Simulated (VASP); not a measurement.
Calculation: PBEsol GGA, VASP's PBE PAW potentials (set 64) (plane waves; VASP).

A VASP calculation is set up with these files.

**KPOINTS**
```
Automatic mesh
0
Gamma
11 11 3
0 0 0
```

**POSCAR**
```
Ti4CN3
1.0
  0.0000000000   2.1148587500   2.1148587500
  2.1148587500   0.0000000000   2.1148587500
  8.4568324428   8.4568324428   0.0026025573
Ti N C
4 3 1
Cart
  8.4555638869   8.4555638869   0.0038711127
  4.2398954335   4.2398954335   4.2195395671
  4.2175876486   4.2175876486   0.0121298508
  8.4587516380   8.4587516380   4.2304008625
  2.1328045004   2.1328045004   2.0969129990
  4.2287415410   4.2287415410   2.1158347090
  6.3246785817   6.3246785817   2.1347564190
  8.4571577624   8.4571577624   2.1171359876
```

**INCAR**
```
SYSTEM = Ti4CN3
PREC = Accurate; ENCUT = 520; LREAL = .FALSE.
LASPH = .TRUE.
EDIFF = 1E-6; NELM = 100; ALGO = Normal
LMAXMIX = 4
ISMEAR = 1; SIGMA = 0.1
GGA = PS
IBRION = 2; NSW = 60; ISIF = 3
EDIFFG = -0.02
LWAVE = .FALSE.; LCHARG = .FALSE.
```

POTCAR, in this order: Ti_sv N C (PBE.64 set). Program: vasp_std.

Problem. What will the output report for the number of irreducible k-points (NKPTS), number of bands (NBANDS), largest plane-wave count, number of space-group operations, FFT grid (NGX, NGY, NGZ)?

Solution. 
```yaml
number of irreducible k-points (NKPTS): 102
number of bands (NBANDS): 40
largest_plane_wave_count: 2070
number_of_space_group_operations: 12
FFT grid (NGX, NGY, NGZ): 24 × 24 × 90
```

The structure was generated: Ti4CN3 was put into an ordered model structure (R-3m), which need not be its known phase. This run relaxes it. Symmetry was kept, so distortions that lower it aren't found. The start is the result of an earlier pass. The electron count is odd and the run is not spin-polarised, which forces a metal.
